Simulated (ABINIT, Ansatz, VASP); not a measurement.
## Ta3Cu: 3 runs at one level of theory

```xyz
4
Lattice="-2.0065 2.0065 4.2082 2.0065 -2.0065 4.2082 2.0065 2.0065 -4.2082" Properties=species:S:1:pos:R:3 pbc="T T T"
Ta    0.0000    0.0000    4.2082
Ta    2.0065    0.0000    2.1041
Ta    0.0000    2.0065    2.1041
Cu    0.0000    0.0000    0.0000
```

The cell comes from a database or a generator and needn't be the stable form of this composition.

Alike in all runs: task single point; functional PBE; k mesh 9 × 9 × 9; occupations fermi-dirac, width 0.05 eV; no spin polarisation; no spin-orbit coupling. Pressure is positive in compression and, in plane waves, holds the error of the finite cutoff, which Ansatz's Pulay term estimates and takes out.

```
               program and potentials  plane-wave cutoff (eV)                                                                        notes  pressure (GPa)
                   Ansatz, Ansatz PAW                     420  14.5 valence electrons an atom on average; Pulay term of +0.06 GPa included            0.49
             ABINIT, JTH PAW PBE v2.0                     707                                    14.5 valence electrons an atom on average            0.36
VASP, PBE PAW files Cu, Ta_pv, 520 eV                     520                                      11 valence electrons an atom on average            0.67
```

The pressure spans 0.36 (ABINIT, JTH PAW PBE v2.0) to 0.67 GPa (VASP, PBE PAW files Cu, Ta_pv, 520 eV).

Differences between rows come from potentials, basis sets and numerical settings, since the functional is the same but for its coding. Runs on potential files found faulty are left out.
